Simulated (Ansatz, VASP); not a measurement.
# Cross-check of Ga2O3 (partly crystallised Ga2O3) between VASP and Ansatz, part 2 of 2

One calculation is typed for both programs; each brings its own data sets. How far apart do they land? Of the first pair: The structure shown is the start of the Ansatz relaxation below; VASP solves that cell, so the two are compared at the walk's first step.

VASP 6.6.1 and Ansatz 0.2.0.

So far. Step 3 (VASP: single point, PBE, start cell, pair 1): The run ends at a pressure of 6.38 GPa, with forces up to 0.43 eV/Å.

### Step 6. VASP: single point, PBE, relaxed atoms in a fixed cell, pair 2

Level of this step: PBE; plane waves and PAW (Ga_d, O) (VASP).

The same cell, functional and mesh now go to VASP, with its own data sets.

INCAR reads:

```
SYSTEM = Ga2O3
PREC = Accurate
ENCUT = 600
EDIFF = 1E-06
NELM = 120
ISMEAR = 0
SIGMA = 0.01
LREAL = Auto
ALGO = Normal
GGA = PE
NBANDS = 488
LORBIT = 11
LWAVE = .FALSE.
LCHARG = .FALSE.
ISIF = 2
LASPH = .TRUE.
GGA_COMPAT = .FALSE.
EFERMI = MIDGAP
NCORE = 2
```

POSCAR reads:

```
Ga2O3
1.0
   10.3688700000     -0.3601300000      0.4098400000
   -0.3601300000      9.8900600000     -0.0518300000
    0.4098400000     -0.0518300000     10.0463200000
Ga O
38 57
Direct
    0.8678000000      0.1552800000      0.8517700000
    0.0728600000      0.9802400000      0.7732400000
    0.7192800000      0.3134800000      0.1213300000
    0.9242700000      0.9716600000      0.2329500000
    0.5788900000      0.7944600000      0.7818500000
    0.1922100000      0.2218600000      0.3048200000
    0.1811600000      0.0186600000      0.0402800000
    0.4609500000      0.2949800000      0.9326200000
    0.3789900000      0.6272900000      0.4156500000
    0.3884800000      0.0001700000      0.2822400000
    0.0894300000      0.2187900000      0.5819500000
    0.9722700000      0.7032000000      0.6938100000
    0.8075300000      0.3148100000      0.4013100000
    0.1499800000      0.7568800000      0.2282600000
    0.7253700000      0.6320400000      0.5152300000
    0.3536400000      0.0546300000      0.7758800000
    0.1744400000      0.2698800000      0.8540300000
    0.8282100000      0.8238300000      0.9719800000
    0.6639700000      0.0878000000      0.3374200000
    0.0885200000      0.4930700000      0.4028200000
    0.2390200000      0.4870700000      0.1287000000
    0.7122100000      0.5370700000      0.8886700000
    0.3956000000      0.7897200000      0.0151500000
    0.1860200000      0.4837300000      0.6587200000
    0.6279200000      0.2421100000      0.6538700000
    0.4698100000      0.3013600000      0.3954800000
    0.5284700000      0.9141400000      0.5293200000
    0.8175200000      0.9494500000      0.5585100000
    0.8605800000      0.6009100000      0.2160600000
    0.1143700000      0.9278300000      0.4697500000
[... 59 atom lines left out ...]
    0.3963800000      0.4289600000      0.0668100000
    0.2984000000      0.1795200000      0.9498800000
    0.4075500000      0.6980000000      0.8447400000
    0.9107000000      0.6343900000      0.0368100000
    0.4830600000      0.0676300000      0.4333900000
    0.3660500000      0.2001200000      0.2722600000
```

KPOINTS reads:

```
Automatic mesh
0
Gamma
1 1 1
0 0 0
```

Potentials, in the order of the species: Ga_d and O (PBE family, release 64).

The run is started by

```bash
> mpirun -np 8 vasp_gam
```

Numbers of over 12 decimals in the logs are rounded to 6 here.

Log:

```text
[... set-up lines as in an earlier step ...]
 entering main loop
       N       E                     dE             d eps       ncg     rms          rms(c)
DAV:   1     0.262764280899E+05    0.26276E+05   -0.31327E+05  1032   0.396E+03
DAV:   2     0.653057668770E+04   -0.19746E+05   -0.18583E+05   976   0.120E+03
DAV:   3     0.450384814130E+03   -0.60802E+04   -0.57378E+04  1200   0.428E+02
DAV:   4    -0.533967652057E+03   -0.98435E+03   -0.95645E+03  1088   0.174E+02
[...]
DAV:  20    -0.556742952663E+03    0.13273E-05   -0.77683E-06  1152   0.361E-02    0.268E-03
DAV:  21    -0.556742954853E+03   -0.21901E-05   -0.21713E-05  1344   0.176E-02    0.425E-03
DAV:  22    -0.556742954931E+03   -0.77824E-07   -0.68887E-06   776   0.110E-02
   1 F= -.55674295E+03 E0= -.55674295E+03  d E =0.000000E+00
```

OUTCAR, selected parts (step 6):

```text
  Total       25.6301128     20.3253062     27.6358577      0.1613626      2.2937308     -1.6732006
  in kB       39.9742554     31.7005620     43.1025350      0.2516708      3.5774396     -2.6096236
  external PRESSURE =      38.2591175 kB  Pullay stress =       0.0000000 kB

 POSITION                                       TOTAL-FORCE (eV/Angst)
[...]
6.28723      0.12893      0.37888        -0.014006      0.004607     -0.020382
     10.21996      2.48319      1.62243        -0.002072     -0.029434      0.005519
      9.39956      3.69450      6.91643        -0.016322      0.011086      0.008527
      4.89070      4.71564      7.14084        -0.008416      0.015921     -0.001198
      6.36974      7.68986      2.83938        -0.008738     -0.010992     -0.028132
     10.01706      7.81586      8.80408        -0.005405      0.004129      0.019838
      8.03000      8.01824      1.86895         0.001113     -0.016804      0.001636
      0.74493      1.09883      9.18273        -0.000347      0.005156      0.049283
      0.70775      3.28791      7.35179        -0.035277      0.000698      0.037634
      5.45916      1.46043      8.03790         0.007657     -0.007233     -0.001339
      1.97897      6.49549      0.68673         0.023660      0.029305     -0.030309
      6.64271      2.52449      3.26608        -0.005814      0.027051     -0.007292
      7.07689      8.78954      4.34549         0.032519     -0.019790      0.004322
      1.78185      1.01271      4.56890        -0.000549     -0.020700      0.010442
[...]
-----------------------------------------------------------------------------------
    total drift:                                0.010044     -0.008363     -0.015288

  FREE ENERGIE OF THE ION-ELECTRON SYSTEM (eV)
  ---------------------------------------------------
  free  energy   TOTEN  =      -556.7429549307 eV

  energy  without entropy=     -556.7429549307  energy(sigma->0) =     -556.74295493

[... 1 part as in an earlier step ...]

[... 2 further parts left out ...]
[key lines of the parts left out:]
E-fermi :   4.6374
```

The run ends at a pressure of 3.83 GPa, with forces up to 0.063 eV/Å.

### Step 7. Comparison

What differs besides the data sets and the points named for the pairs above, as far as they apply: the cutoff is 420 eV in Ansatz and 600 eV in VASP (PREC = Accurate, projectors in real space). Total energies have different zeros and are not compared.

The two programs side by side:

```
              quantity  Ansatz   VASP  difference
        pressure (GPa)    3.40   3.83       -0.43
gap on the k mesh (eV)   1.869  1.850      +0.019
```

The largest component of a force difference here is 62 meV/Å. A gap on the mesh is an upper bound, since the band edges may lie between its points.

### Step 8. Ansatz: relaxation, PBE

The two programs are compared at the cell with which this relaxation starts, whose forces are those of its first step. The cell compared in this pair holds 1090.80 Å³, against 1027.26 Å³ for the pair before.

The structure compared here is the start of the Ansatz relaxation; VASP solves that cell, so the two are compared at the walk's first step.

input.yaml reads:

```yaml
crystal:
  lattice:
    - [10.5784, -0.3674, 0.41812]
    - [-0.3674, 10.08992, -0.05288]
    - [0.41812, -0.05288, 10.24933]
  atoms:
    - { symbol: Ga, position: [0.86393, 0.15001, 0.8491] }
    - { symbol: Ga, position: [0.06515, 0.98086, 0.77046] }
    - { symbol: Ga, position: [0.71725, 0.31294, 0.12039] }
    - { symbol: Ga, position: [0.91818, 0.96377, 0.23967] }
    - { symbol: Ga, position: [0.57816, 0.79128, 0.78449] }
    - { symbol: Ga, position: [0.19396, 0.21705, 0.28977] }
    - { symbol: Ga, position: [0.18024, 0.01424, 0.03815] }
    - { symbol: Ga, position: [0.462, 0.29238, 0.9306] }
    - { symbol: Ga, position: [0.37862, 0.62574, 0.41776] }
    - { symbol: Ga, position: [0.39056, 0.00035, 0.28208] }
    - { symbol: Ga, position: [0.11289, 0.23846, 0.57286] }
    - { symbol: Ga, position: [0.97083, 0.70322, 0.69517] }
    - { symbol: Ga, position: [0.81375, 0.31058, 0.401] }
    - { symbol: Ga, position: [0.14995, 0.75694, 0.23287] }
    - { symbol: Ga, position: [0.724, 0.6249, 0.51825] }
    - { symbol: Ga, position: [0.34974, 0.06209, 0.76967] }
    - { symbol: Ga, position: [0.17223, 0.27214, 0.85025] }
    - { symbol: Ga, position: [0.82616, 0.82121, 0.97286] }
    - { symbol: Ga, position: [0.66492, 0.08642, 0.34043] }
    - { symbol: Ga, position: [0.08994, 0.4949, 0.40432] }
    - { symbol: Ga, position: [0.23768, 0.48809, 0.12867] }
    - { symbol: Ga, position: [0.71129, 0.53424, 0.88662] }
    - { symbol: Ga, position: [0.40146, 0.79406, 0.01801] }
    - { symbol: Ga, position: [0.18644, 0.49528, 0.66238] }
    - { symbol: Ga, position: [0.62953, 0.24336, 0.65178] }
    - { symbol: Ga, position: [0.47462, 0.30524, 0.39112] }
    - { symbol: Ga, position: [0.52547, 0.91181, 0.53031] }
    - { symbol: Ga, position: [0.81567, 0.93899, 0.56252] }
    - { symbol: Ga, position: [0.86161, 0.59713, 0.21857] }
    - { symbol: Ga, position: [0.11417, 0.9345, 0.47061] }
[... 59 atom lines left out ...]
    - { symbol: O, position: [0.39404, 0.42836, 0.06719] }
    - { symbol: O, position: [0.29964, 0.18275, 0.9399] }
    - { symbol: O, position: [0.40558, 0.70458, 0.84874] }
    - { symbol: O, position: [0.91027, 0.63215, 0.04017] }
    - { symbol: O, position: [0.48429, 0.06291, 0.43277] }
    - { symbol: O, position: [0.36738, 0.19839, 0.27555] }
kpoints:
  mp_grid: { grid: [1, 1, 1] }
hamiltonian:
  xc: pbe
scf:
  occupations: { method: fixed }
output:
  forces: true
  eigenvalues: true
  stress: true
relax:
  f_tol: 0.05
  max_steps: 70
```

The run is started by

```bash
> ansatz run input.yaml --threads 4 --pin off --max-ram 12288MiB --backend cpu --events-out ev --progress --plain --runs-dir out
```

Log:

```text
[...]
Crystal: 95 atoms, lattice volume = 1090.804 Å³
Basis set: ecut = 420 eV, 21313 PW (Γ), exchange–correlation on 144×144×144 points (8 copies of the dense FFT grid, shifted against one another)
Bands: 513, of which v1, the nominal top of the filled ones, is band 418 counted from 1 (417 counted from 0)
Symmetry: 1 space group operations
[...]
k-points: 1
[...]
- { symbol: O, position: [0.795048, 0.837003, 0.158048] }
    - { symbol: O, position: [0.034098, 0.126684, 0.895186] }
    - { symbol: O, position: [0.057900, 0.344964, 0.722931] }
    - { symbol: O, position: [0.503577, 0.170187, 0.770404] }
    - { symbol: O, position: [0.202047, 0.659568, 0.072632] }
    - { symbol: O, position: [0.638232, 0.273727, 0.294247] }
    - { symbol: O, position: [0.701765, 0.916668, 0.409022] }
[...]
- { symbol: O, position: [0.404768, 0.710939, 0.852499] }
    - { symbol: O, position: [0.909394, 0.629566, 0.042851] }
    - { symbol: O, position: [0.486439, 0.058368, 0.432400] }
    - { symbol: O, position: [0.366829, 0.197099, 0.280152] }
```

### Step 9. VASP: single point, PBE, start cell, pair 3

The same cell, functional and mesh now go to VASP, with its own data sets.

Changes to INCAR since step 6:

```diff
@@ -2,3 +2,3 @@
 PREC = Accurate
-ENCUT = 600
+ENCUT = 520
 EDIFF = 1E-06
```

POSCAR reads:

```
Ga2O3
1.0
   10.5784000000     -0.3674000000      0.4181200000
   -0.3674000000     10.0899200000     -0.0528800000
    0.4181200000     -0.0528800000     10.2493300000
Ga O
38 57
Direct
    0.8639292009      0.1500118929      0.8491000437
    0.0651536549      0.9808580758      0.7704626282
    0.7172480544      0.3129443389      0.1203935028
    0.9181801210      0.9637651352      0.2396697568
    0.5781599119      0.7912847489      0.7844905877
    0.1939596801      0.2170467142      0.2897729909
    0.1802427471      0.0142358356      0.0381478295
    0.4619997271      0.2923758203      0.9305963909
    0.3786227965      0.6257430450      0.4177618955
    0.3905585872      0.0003476290      0.2820787336
    0.1128892691      0.2384625684      0.5728578004
    0.9708270963      0.7032209034      0.6951736451
    0.8137471443      0.3105847789      0.4009998475
    0.1499503665      0.7569441351      0.2328669248
    0.7240034094      0.6249012837      0.5182508978
    0.3497405961      0.0620911853      0.7696746855
    0.1722261423      0.2721366508      0.8502486886
    0.8261589972      0.8212132308      0.9728628267
    0.6649221103      0.0864223090      0.3404274015
    0.0899355751      0.4949020956      0.4043158490
    0.2376752614      0.4880936846      0.1286751050
    0.7112858035      0.5342372190      0.8866187003
    0.4014602722      0.7940646789      0.0180140137
    0.1864376176      0.4952788290      0.6623786187
    0.6295267178      0.2433571785      0.6517841670
    0.4746191726      0.3052410111      0.3911176024
    0.5254733112      0.9118111543      0.5303083883
    0.8156701958      0.9389889160      0.5625153753
    0.8616139430      0.5971320941      0.2185721724
    0.1141724893      0.9345002778      0.4706140375
[... 59 atom lines left out ...]
    0.3940373150      0.4283604375      0.0671943257
    0.2996434772      0.1827458580      0.9399030639
    0.4055802783      0.7045835213      0.8487361760
    0.9102658251      0.6321512873      0.0401711930
    0.4842849836      0.0629054898      0.4327733818
    0.3673784871      0.1983906548      0.2755480217
```

KPOINTS is that of step 6.

The run is started by

```bash
> mpirun -np 8 vasp_gam
```

Log:

```text
[... set-up lines as in an earlier step ...]
 entering main loop
       N       E                     dE             d eps       ncg     rms          rms(c)
DAV:   1     0.243100309508E+05    0.24310E+05   -0.29255E+05   976   0.358E+03
DAV:   2     0.575122785332E+04   -0.18559E+05   -0.17657E+05   976   0.104E+03
DAV:   3     0.245292623295E+03   -0.55059E+04   -0.51794E+04  1240   0.388E+02
DAV:   4    -0.568703401283E+03   -0.81400E+03   -0.79388E+03  1136   0.154E+02
[...]
DAV:  19    -0.556705778202E+03   -0.10649E-06   -0.30020E-05  1328   0.390E-02    0.410E-03
DAV:  20    -0.556705781923E+03   -0.37211E-05   -0.40187E-05  1032   0.168E-02    0.407E-03
DAV:  21    -0.556705781917E+03    0.53551E-08   -0.39079E-06   760   0.164E-02
   1 F= -.55670578E+03 E0= -.55670578E+03  d E =0.000000E+00
```

OUTCAR, selected parts (step 9):

```text
  Total      -29.2428244    -27.8761772    -29.1826291     -0.1470076     -0.5372753      0.7126069
  in kB      -42.9519943    -40.9446567    -42.8635792     -0.2159255     -0.7891525      1.0466803
  external PRESSURE =     -42.2534100 kB  Pullay stress =       0.0000000 kB

  FREE ENERGIE OF THE ION-ELECTRON SYSTEM (eV)
  ---------------------------------------------------
  free  energy   TOTEN  =      -556.7057819174 eV

  energy  without entropy=     -556.7057819174  energy(sigma->0) =     -556.70578192

[... 1 part as in an earlier step ...]

[... 2 further parts left out ...]
[key lines of the parts left out:]
E-fermi :   3.8766
```

The run ends at a pressure of -4.23 GPa, with forces up to 0.24 eV/Å.

### Step 10. Differences

Forces on 7 of the 95 atoms, those with the largest forces and the largest differences (eV/Å; atoms numbered as in POSCAR):

```
atom          Ansatz x, y, z            VASP x, y, z
 O42   0.154, -0.037, -0.167   0.120, -0.032, -0.133
 O50    -0.278, 0.026, 0.144    -0.217, 0.022, 0.101
 O53  -0.121, -0.173, -0.116  -0.104, -0.140, -0.098
 O87   -0.045, -0.200, 0.078   -0.031, -0.144, 0.055
 O88    0.005, -0.022, 0.218    0.004, -0.018, 0.186
 O92   -0.007, 0.259, -0.016   -0.009, 0.198, -0.023
 O94   0.125, -0.212, -0.124   0.102, -0.156, -0.102
```

The forces differ by 18 meV/Å r.m.s., which is 26.9 % of the r.m.s. force of 0.066 eV/Å (both taken over all components).

### Step 11. Summary of results

- r.m.s. force difference (single point, PBE, start cell, pair 1): 19 meV/Å
- r.m.s. force difference (single point, PBE, relaxed atoms in a fixed cell, pair 2): 18 meV/Å
- r.m.s. force difference (single point, PBE, start cell, pair 3): 18 meV/Å

The r.m.s. force difference is 19 meV/Å (single point, PBE, start cell, pair 1), beyond the 12 meV/Å picked in this series as the mark of a large difference. What causes the difference of the single point, PBE, start cell, pair 1 pair stays open here. What causes the difference of the single point, PBE, relaxed atoms in a fixed cell, pair 2 pair stays open here. What causes the difference of the single point, PBE, start cell, pair 3 pair stays open here. 2 further pairs of this series are not shown here. How closely two codes agree says nothing of how well the functional describes the real material.

[Lines on the potential files, build, host, timing and source positions are cut from VASP's logs without a mark.]

[Logs are printed without paths, hosts, clocks, repeated set-up lines and the standing remarks that a program may print on its own settings, such as how far it seeks lower states.]

[Hosts, paths, dates, database ids (printed as entryN), source tags and the programs' standing remarks are cut or masked in the printed files.]
